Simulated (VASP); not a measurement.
A run of VASP 6.6.1 is set up as follows.

The input INCAR:

```
SYSTEM = LiTi
PREC = Accurate
ENCUT = 520
EDIFF = 1E-7
ISMEAR = -1
SIGMA = 0.05
LREAL = .FALSE.
LASPH = .TRUE.
NELM = 60
ALGO = Normal
ISIF = 2
LWAVE = .FALSE.
LCHARG = .FALSE.
LDIPOL = .TRUE.
IDIPOL = 3
DIPOL = 0.5 0.5 0.294
GGA = PE
IVDW = 4
IBRION = 2
NSW = 40
EDIFFG = -0.01
```

File KPOINTS:

```
regular mesh
0
G
  7 7 1
  0 0 0
```

File POSCAR:

```
LiTi
1.0
    3.6389800000      0.0000000000      0.0000000000
    0.0000000000      3.6389800000      0.0000000000
    0.0000000000      0.0000000000     23.8000000000
Li Ti
1 1
Selective dynamics
Direct
    0.0000000000      0.0000000000      0.2941200000  F F F
    0.5000000000      0.5000000000      0.2941200000  T T T
```

Potentials or basis: VASP PAW PBE potentials, release 64 (Li_sv, Ti_sv).

Launch:

```console
$ cat potpaw_PBE.64/Li_sv/POTCAR potpaw_PBE.64/Ti_sv/POTCAR > POTCAR
$ mpirun -np 1 vasp_std > vasp.out
```

Problem. What does it give for the band gap on the k mesh?

Solution. None (metal or under the smearing width).

Problem. Estimate the dispersion energy per atom.

Solution. -0.075 eV.

Problem. What does it give for the Hirshfeld charges?

Solution. Li -0.07; Ti +0.07 e.

Final structure:
```xyz
2
Lattice="3.6390 0.0000 0.0000 0.0000 3.6390 0.0000 0.0000 0.0000 23.8000" Properties=species:S:1:pos:R:3 pbc="T T T"
Li    0.0000    0.0000    7.0001
Ti    1.8195    1.8195    7.0001
```

Caveat: the relaxation stopped at its first step, so nothing moved.
